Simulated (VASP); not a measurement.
# NbZn4 (Pm-3m) in VASP: further runs

One crystal, NbZn4, is run at these levels: LDA; tasks: relaxation of cell and atoms.

All numbers are computed with VASP 6.6.1; they aren't measurements. Logs are shortened: lines on timing, memory, paths and dates and some standing lists are left out, and cuts for length are marked.

## 1. Starting point

Symmetry: Pm-3m, No. 221, cubic system. Conventional cell: a = 4.461 Å, b = 4.461 Å, c = 4.461 Å, α = 90.00°, β = 90.00°, γ = 90.00°. Around Nb (site symmetry m-3m) lie 12 Zn at 3.15 Å. Zn (site symmetry m-3m) has 6 Zn at 2.23 Å as nearest neighbours. Zn (site symmetry 4/mmm) is surrounded by 2 Zn at 2.23 Å.

The cell was built by a generator and needn't be a form met in nature.

## 2. Relaxation of cell and atoms, LDA, target pressure 2 GPa, at which the enthalpy is minimised

INCAR reads:

```
PREC = Accurate
ENCUT = 600
EDIFF = 1E-6
ISMEAR = -1
SIGMA = 0.05
LREAL = False
LASPH = True
NELM = 60
ALGO = Normal
ISIF = 3
LWAVE = False
LCHARG = False
IBRION = 2
NSW = 60
EDIFFG = -0.01
PSTRESS = 20
```

KPOINTS reads:

```
Automatic mesh
0
Gamma
  5 5 5
```

POSCAR reads:

```
NbZn4
1.0
    4.4613500000      0.0000000000      0.0000000000
    0.0000000000      4.4613500000      0.0000000000
    0.0000000000      0.0000000000      4.4613500000
Nb Zn
1 4
Direct
    0.0000000000      0.0000000000      0.0000000000
    0.5000000000      0.5000000000      0.5000000000
    0.0000000000      0.5000000000      0.5000000000
    0.5000000000      0.0000000000      0.5000000000
    0.5000000000      0.5000000000      0.0000000000
```

Potentials or basis: VASP PAW LDA potentials, release 64 (Nb_sv, Zn).

The run is started by

```sh
$ cat potpaw_LDA.64/Nb_sv/POTCAR potpaw_LDA.64/Zn/POTCAR > POTCAR
$ mpirun -np 1 vasp_std > vasp.out
```

OUTCAR:

```text
PREC = Accurate
   ENCUT = 600
   EDIFF = 1E-6
   ISMEAR = -1
   LREAL = False
   LASPH = True
   NELM = 60
   ISIF = 3
   IBRION = 2
   NSW = 60
   EDIFFG = -0.01
   PSTRESS = 20

 ion  position               nearest neighbor table
   1  0.000  0.000  0.000-
   2  0.500  0.500  0.500-   3 2.23   4 2.23   5 2.23   5 2.23   4 2.23   3 2.23
   3  0.000  0.500  0.500-   2 2.23   2 2.23
   4  0.500  0.000  0.500-   2 2.23   2 2.23
   5  0.500  0.500  0.000-   2 2.23   2 2.23

  LATTYP: Found a simple cubic cell.
 ALAT       =     4.4613500000

  Lattice vectors:

 A1 = (   4.4613500000,   0.0000000000,   0.0000000000)
 A2 = (   0.0000000000,   4.4613500000,   0.0000000000)
 A3 = (   0.0000000000,   0.0000000000,   4.4613500000)

Analysis of symmetry for initial positions (statically):
=====================================================================
 Subroutine PRICEL returns:
 Original cell was already a primitive cell.

 Routine SETGRP: Setting up the symmetry group for a
 simple cubic supercell.

 Subroutine GETGRP returns: Found 48 space group operations
 (whereof 48 operations were pure point group operations)
 out of a pool of 48 trial point group operations.

The static configuration has the point symmetry O_h .

Analysis of symmetry for dynamics (positions and initial velocities):
=====================================================================
 Subroutine PRICEL returns:
 Original cell was already a primitive cell.

 Routine SETGRP: Setting up the symmetry group for a
 simple cubic supercell.

 Subroutine GETGRP returns: Found 48 space group operations
 (whereof 48 operations were pure point group operations)
 out of a pool of 48 trial point group operations.

The dynamic configuration has the point symmetry O_h .

 Subroutine INISYM returns: Found 48 space group operations
 (whereof 48 operations are pure point group operations),
 and found     1 'primitive' translations

----------------------------------------------------------------------------------------

                                     Primitive cell

  volume of cell :      88.7971

  direct lattice vectors                    reciprocal lattice vectors
     4.461350000  0.000000000  0.000000000     0.224147399  0.000000000  0.000000000
     0.000000000  4.461350000  0.000000000     0.000000000  0.224147399  0.000000000
     0.000000000  0.000000000  4.461350000     0.000000000  0.000000000  0.224147399

  length of vectors
     4.461350000  4.461350000  4.461350000     0.224147399  0.224147399  0.224147399

  position of ions in fractional coordinates (direct lattice)
     0.000000000  0.000000000  0.000000000
     0.500000000  0.500000000  0.500000000
     0.000000000  0.500000000  0.500000000
     0.500000000  0.000000000  0.500000000
     0.500000000  0.500000000  0.000000000

  ion indices of the primitive-cell ions
   primitive index   ion index
                 1           1
                 2           2
                 3           3
                 4           4
                 5           5

----------------------------------------------------------------------------------------

 KPOINTS: Automatic mesh

Automatic generation of k-mesh.
 Grid dimensions read from file:
 generate k-points for:    5    5    5

 Generating k-lattice:

  Cartesian coordinates                     Fractional coordinates (reciprocal lattice)
     0.044829480  0.000000000  0.000000000     0.200000000  0.000000000  0.000000000
     0.000000000  0.044829480  0.000000000     0.000000000  0.200000000  0.000000000
     0.000000000  0.000000000  0.044829480     0.000000000  0.000000000  0.200000000

  Length of vectors
     0.044829480  0.044829480  0.044829480

  Shift w.r.t. Gamma in fractional coordinates (k-lattice)
     0.000000000  0.000000000  0.000000000

 Subroutine IBZKPT returns following result:
 ===========================================

 Found     10 irreducible k-points:

 Following reciprocal coordinates:
            Coordinates               Weight
  0.000000  0.000000  0.000000      1.000000
  0.200000  0.000000  0.000000      6.000000
  0.400000  0.000000  0.000000      6.000000
  0.200000  0.200000  0.000000     12.000000
  0.400000  0.200000  0.000000     24.000000
  0.400000  0.400000  0.000000     12.000000
  0.200000  0.200000  0.200000      8.000000
  0.400000  0.200000  0.200000     24.000000
  0.400000  0.400000  0.200000     24.000000
  0.400000  0.400000  0.400000      8.000000
   k-points           NKPTS =     10   k-points in BZ     NKDIM =     10   number of bands    NBANDS=     36
   number of dos      NEDOS =    301   number of ions     NIONS =      5
   total plane-waves  NPLWV =  46656
   dimension x,y,z NGX =    36 NGY =   36 NGZ =   36
   dimension x,y,z NGXF=    72 NGYF=   72 NGZF=   72
   ions per type =               1   4
   NGX,Y,Z   is equivalent  to a cutoff of  13.41, 13.41, 13.41 a.u.
   NGXF,Y,Z  is equivalent  to a cutoff of  26.83, 26.83, 26.83 a.u.
 SYSTEM =  unknown system
   PREC   = accura    normal or accurate (medium, high low for compatibility)
   ISTART =      0    job   : 0-new  1-cont  2-samecut
   ICHARG =      2    charge: 1-file 2-atom 10-const
   ISPIN  =      1    spin polarized calculation?
   LNONCOLLINEAR =      F non collinear calculations
   LSORBIT =      F    spin-orbit coupling
   LASPH  =      T    aspherical Exc in radial PAW
   ENCUT  =  600.0 eV  44.10 Ry    6.64 a.u.   8.91  8.91  8.91*2*pi/ulx,y,z
   NELM   =     60;   NELMIN=  2; NELMDL= -5     # of ELM steps
   EDIFF  = 0.1E-05   stopping-criterion for ELM
   LREAL  =      F    real-space projection
   EDIFFG = -.1E-01   stopping-criterion for IOM
   NSW    =     60    number of steps for IOM
   IBRION =      2    ionic relax: 0-MD 1-quasi-New 2-CG
   NFREE  =      1    steps in history (QN), initial steepest desc. (CG)
   ISIF   =      3    stress and relaxation
   ISYM   =      2    0-nonsym 1-usesym 2-fastsym
   POTIM  = 0.5000    time-step for ionic-motion
   TEBEG  =    0.0;   TEEND  =   0.0 temperature during run
   PSTRESS=   20.0 pullay stress
   NELECT =      61.0000    total number of electrons
   NUPDOWN=      -1.0000    fix difference up-down
   EMIN   =  10.00;   EMAX   =-10.00  energy-range for DOS
   EFERMI =   0.00;   METHOD = LEGACY
   ISMEAR =    -1;   SIGMA  =   0.05  broadening in eV -4-tet -1-fermi 0-gaus
   EFERMI_NEDOS =   21; number of points for ismear=-14 and -15
   IALGO  =     38    algorithm
   IMIX   =      4    mixing-type and parameters
     AMIX     =   0.40;   BMIX     =  1.00
     AMIX_MAG =   1.60;   BMIX_MAG =  1.00
  volume/ion in A,a.u.               =      17.76       119.85
  Fermi-wavevector in a.u.,A,eV,Ry     =   1.444503  2.729715 28.389770  2.086589
  Thomas-Fermi vector in A             =   2.562791
   LORBIT       =      0    0 simple, 1 ext, 2 COOP (PROOUT), +10 PAW based schemes
   GGA     = CA    functional components
   LHFCALC =     F    Hartree Fock is set to
   AEXX    =    0.0000 exact exchange contribution
   IVDW    =     0    specifies the selected vdW correction
   LEPSILON=     F    determine dielectric tensor
   LRPA    =     F    only Hartree local field effects (RPA)
 conjugate gradient relaxation of ions
 non-spin polarized calculation
  energy-cutoff  :      600.00
  volume of cell :       88.80
 maximum number of plane-waves:      2986
 NGX is ok and might be reduce to    36
   NGX = 17   NGY = 17   NGZ = 17

--------------------------------------- Ionic step        1  -------------------------------------------

 number of electron      61.0000035 magnetization

 Free energy of the ion-electron system (eV)
  ---------------------------------------------------
  ext. energy  EPLUGINS =         0.00000000
  ---------------------------------------------------
  free energy    TOTEN  =       -14.90978713 eV

  energy without entropy =      -14.88330028  energy(sigma->0) =      -14.89654370

------------------------ aborting loop because EDIFF is reached ----------------------------------------

  FORCE on cell =-STRESS in cart. coord.  units (eV):
  Direction    XX          YY          ZZ          XY          YZ          ZX
  --------------------------------------------------------------------------------------
  -------------------------------------------------------------------------------------
  Total       -4.1807064     -4.1807064     -4.1807064     -0.0000000     -0.0000000     -0.0000000
  in kB      -75.4329981    -75.4329981    -75.4329981     -0.0000000     -0.0000000     -0.0000000
  external PRESSURE =     -95.4329981 kB  Pullay stress =      20.0000000 kB
[... 26 lines left out ...]
  enthalpy is  TOTEN    =       -13.8013315313 eV   P V=        1.1084555961

--------------------------------------- Ionic step        2  -------------------------------------------

 number of electron      61.0000054 magnetization

 E-fermi :   5.4582     XC(G=0): -12.2172

 val. band max:        5.2659737727   @ k =   0.4000   0.2000   0.2000
 cond. band min:       5.5793985025   @ k =   0.2000   0.2000   0.0000
 fundamental gap:      0.3134247298
 Fermi energy:         5.4582310672

 k-point     1 :       0.0000    0.0000    0.0000
  band No.  band energies     occupation
      1     -49.8106      2.00000
      2     -26.0052      2.00000
      3     -26.0052      2.00000
      4     -26.0052      2.00000
      5      -5.9222      2.00000
      6      -5.2610      2.00000
[... 417 lines left out ...]
  enthalpy is  TOTEN    =       -14.0075640780 eV   P V=        0.9472663745

--------------------------------------- Ionic step        3  -------------------------------------------

 number of electron      60.9999952 magnetization

 Free energy of the ion-electron system (eV)
  ---------------------------------------------------
  ext. energy  EPLUGINS =         0.00000000
  ---------------------------------------------------
  free energy    TOTEN  =       -15.09089844 eV

  energy without entropy =      -15.07886252  energy(sigma->0) =      -15.08488048

 E-fermi :   4.9436     XC(G=0): -11.9376

 val. band max:        4.7929046124   @ k =   0.2000   0.2000   0.0000
 cond. band min:       5.0451766010   @ k =   0.2000   0.2000   0.0000
 fundamental gap:      0.2522719886
 Fermi energy:         4.9435919132

 k-point     1 :       0.0000    0.0000    0.0000
  band No.  band energies     occupation
      1     -50.3508      2.00000
      2     -26.5336      2.00000
      3     -26.5336      2.00000
      4     -26.5336      2.00000
      5      -6.0179      2.00000
      6      -5.4183      2.00000
[... 411 lines left out ...]
  FREE ENERGIE OF THE ION-ELECTRON SYSTEM (eV)
  ---------------------------------------------------
  free  energy   TOTEN  =       -15.0908984424 eV

  energy  without entropy=      -15.0788625243  energy(sigma->0) =      -15.08488048

  enthalpy is  TOTEN    =       -14.0923300657 eV   P V=        0.9985683767

 reached required accuracy - stopping structural energy minimisation
```

Run time: 44 s. Hardware: 1 thread of Intel Xeon 6975P-C (Granite Rapids), shared host; peak memory 0.2 GiB.

What came out:

```yaml
Free_energy: -15.0909 eV
Relaxed_volume: 16.00 Å³/atom
Relaxed_cell: a = 4.309 Å, b = 4.309 Å, c = 4.309 Å, α = 90.00°, β = 90.00°, γ = 90.00°
Space_group_after_relaxing_to_0.05_Å: Pm-3m (No. 221)
Energy_change_on_relaxing_the_enthalpy_is_what_falls: -36.2 meV/atom
Ionic_steps: 3
Pressure_after_relaxing: 2.0 GPa
Band_gap_on_the_k_mesh: none (metal or under the smearing width)
```

The path:
```csv
step,energy change (eV),largest force (eV/Å),pressure (GPa),volume (Å³)
1,0.0000,0.0000,-7.54,88.80
2,-0.0450,0.0000,9.04,75.88
3,-0.1811,0.0000,1.95,79.99
```

Final structure:
```yaml
crystal:
  lattice:
    - [4.30876, 0.00000, 0.00000]
    - [0.00000, 4.30876, 0.00000]
    - [0.00000, 0.00000, 4.30876]
  atoms:
    - { symbol: Nb, position: [0.00000, 0.00000, 0.00000] }
    - { symbol: Zn, position: [0.50000, 0.50000, 0.50000] }
    - { symbol: Zn, position: [0.00000, 0.50000, 0.50000] }
    - { symbol: Zn, position: [0.50000, 0.00000, 0.50000] }
    - { symbol: Zn, position: [0.50000, 0.50000, 0.00000] }
```

Caveat: the cell is relaxed towards a set pressure, so the enthalpy falls and the energy may rise.

## 3. Relaxation of cell and atoms, LDA, target pressure 5 GPa, at which the enthalpy is minimised

INCAR, as its differences from that of step 2:

```diff
@@ -15,2 +15,2 @@
 EDIFFG = -0.01
-PSTRESS = 20
+PSTRESS = 50
```

KPOINTS is that of step 2.

POSCAR is that of step 2.

Potentials or basis: VASP PAW LDA potentials, release 64 (Nb_sv, Zn).

The run is started by

```sh
$ cat potpaw_LDA.64/Nb_sv/POTCAR potpaw_LDA.64/Zn/POTCAR > POTCAR
$ mpirun -np 1 vasp_std > vasp.out
```

It took 67 s on 1 thread of Intel Xeon 6975P-C (Granite Rapids), shared host; peak memory 0.19 GiB.

The run converged. Its results:

```yaml
Free_energy: -15.0495 eV
Relaxed_volume: 15.61 Å³/atom
Relaxed_cell: a = 4.274 Å, b = 4.274 Å, c = 4.274 Å, α = 90.00°, β = 90.00°, γ = 90.00°
Space_group_after_relaxing_to_0.05_Å: Pm-3m (No. 221)
Energy_change_on_relaxing_the_enthalpy_is_what_falls: -27.9 meV/atom
Ionic_steps: 6
Pressure_after_relaxing: 5.0 GPa
Band_gap_on_the_k_mesh: none (metal or under the smearing width)
```

The path:
```
step  energy change (eV)  largest force (eV/Å)  pressure (GPa)  volume (Å³)
   1              0.0000                0.0000           -7.54        88.80
   2              0.2648                0.0000           17.65        72.10
   3             -0.1421                0.0000            4.89        78.15
   4             -0.1357                0.0000            5.19        77.94
   5             -0.1419                0.0000            4.86        78.14
   6             -0.1397                0.0000            4.99        78.07
```

Final structure:
```cif
data_structure
_symmetry_space_group_name_H-M 'P 1'
_symmetry_Int_Tables_number 1
_cell_length_a 4.2739
_cell_length_b 4.2739
_cell_length_c 4.2739
_cell_angle_alpha 90.000
_cell_angle_beta 90.000
_cell_angle_gamma 90.000
_cell_volume 78.07
loop_
_atom_site_label
_atom_site_type_symbol
_atom_site_fract_x
_atom_site_fract_y
_atom_site_fract_z
_atom_site_occupancy
Nb1 Nb 0.00000 0.00000 0.00000 1
Zn1 Zn 0.50000 0.50000 0.50000 1
Zn2 Zn 0.00000 0.50000 0.50000 1
Zn3 Zn 0.50000 0.00000 0.50000 1
Zn4 Zn 0.50000 0.50000 0.00000 1
```

Levels at points of the mesh, in eV from the Fermi level:
| k point | band 28 | band 29 | band 30 | band 31 | band 32 | band 33 |
| --- | --- | --- | --- | --- | --- | --- |
| (0.00, 0.00, 0.00) | -2.38 | -2.13 | -2.13 | 0.34 | 0.34 | 0.34 |

Caveat: the cell is relaxed towards a set pressure, so the enthalpy falls and the energy may rise.
